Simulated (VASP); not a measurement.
```
BN
1.0
    2.27890     0.00000     0.00000
   -1.13945     1.97359     0.00000
    0.00000     0.00000     9.84242
B N
4 4
Direct
  0.33333   0.66667   0.17100
  0.66667   0.33333   0.67100
  0.66667   0.33333   0.82900
  0.33333   0.66667   0.32900
  0.33333   0.66667   0.60160
  0.66667   0.33333   0.10160
  0.66667   0.33333   0.39840
  0.33333   0.66667   0.89840
```

These are PBE GGA, VASP's PBE PAW potentials (set 64) (plane waves; VASP) values and carry that method's errors. Settings: 400 eV cut-off, 16×16×4 Γ-centred mesh, Fermi-Dirac smearing of 0.14 eV, potentials B N.

Q: Give the energies of bands 6 to 19 at the high-symmetry points, in eV from the Fermi level.

A: 
| band | Γ | M | K | A | L | H |
|---|---|---|---|---|---|---|
| 6 | -9.00 | -10.29 | -8.31 | -10.37 | -10.29 | -8.62 |
| 7 | -6.10 | -9.43 | -7.95 | -3.98 | -9.37 | -7.91 |
| 8 | -0.65 | -9.22 | -7.95 | -3.98 | -9.37 | -7.91 |
| 9 | -0.64 | -4.92 | -7.50 | 1.12 | -4.27 | -7.36 |
| 10 | 1.03 | -3.30 | -7.31 | 1.12 | -4.27 | -7.36 |
| 11 | 1.03 | -2.65 | -7.31 | 1.12 | -2.51 | -7.07 |
| 12 | 1.30 | -2.35 | -6.76 | 1.12 | -2.51 | -7.07 |
| 13 | 1.30 | -2.26 | -2.74 | 1.60 | -1.78 | -2.31 |
| 14 | 1.42 | -1.92 | -2.74 | 1.60 | -1.78 | -2.31 |
| 15 | 1.42 | -1.62 | -1.42 | 1.60 | -1.62 | -2.07 |
| 16 | 1.70 | -1.44 | -1.42 | 1.60 | -1.62 | -2.07 |
| 17 | 1.70 | -1.06 | -0.47 | 2.37 | -0.72 | -0.21 |
| 18 | 3.69 | -0.29 | -0.47 | 2.37 | -0.72 | -0.21 |
| 19 | 11.28 | 6.54 | 4.37 | 11.34 | 7.25 | 5.07 |

It has no gap at this level: it comes out as a metal or semimetal.

The structure was generated: BN was put into an ordered model structure, which need not be its known phase. The cell was not relaxed at this level.
